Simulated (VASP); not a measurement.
```
CELL_PARAMETERS angstrom
      0.00000     2.27129     2.27129
      2.27129     0.00000     2.27129
      2.27129     2.27129     0.00000
ATOMIC_POSITIONS crystal
  B  0.00000 0.00000 0.00000
  P  0.25000 0.25000 0.25000
```

The numbers are results of optB86b-vdW, VASP's PBE PAW potentials (set 64) (plane waves; VASP), not measurements. Settings: 520 eV cut-off, 10×10×10 Γ-centred mesh, Gaussian smearing of 0.050 eV, potentials B P.

Task: Predict the energy per atom (σ→0).

Result: 
| Property | Value |
|---|---|
| energy per atom (σ→0) | -5.549 eV/atom |

The compound is BP in the zinc blende structure. It was relaxed first.
